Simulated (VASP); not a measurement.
Here is the system:

```yaml
crystal:
  lattice:
    - [0.00000, 3.25613, 3.25613]
    - [3.25613, 0.00000, 3.25613]
    - [3.25613, 3.25613, 0.00000]
  atoms:
    - { symbol: Hg, position: [0.00000, 0.00000, 0.00000] }
    - { symbol: Te, position: [0.25000, 0.25000, 0.25000] }
```

All values below come from LDA (Ceperley-Alder, Perdew-Zunger), VASP's LDA PAW potentials (set 64) (plane waves; VASP). Settings: 520 eV cut-off, 10×10×10 Γ-centred mesh, first-order Methfessel-Paxton smearing of 0.10 eV, potentials Hg Te.

**Question.** The job: HgTe (zinc blende), 2 atoms, LDA, static run, 520 eV, 10×10×10 Γ-centred mesh. Roughly how much core time does it take on a busy server core?

**Answer.** About 30 core-seconds (one run on a shared machine, a rough figure). It had 47 irreducible k-points, 13 bands, up to 1876 plane waves and 13 electronic steps.

The compound is HgTe in the zinc blende structure. This cell is one point of a volume scan, at 1.03 of the reference volume.
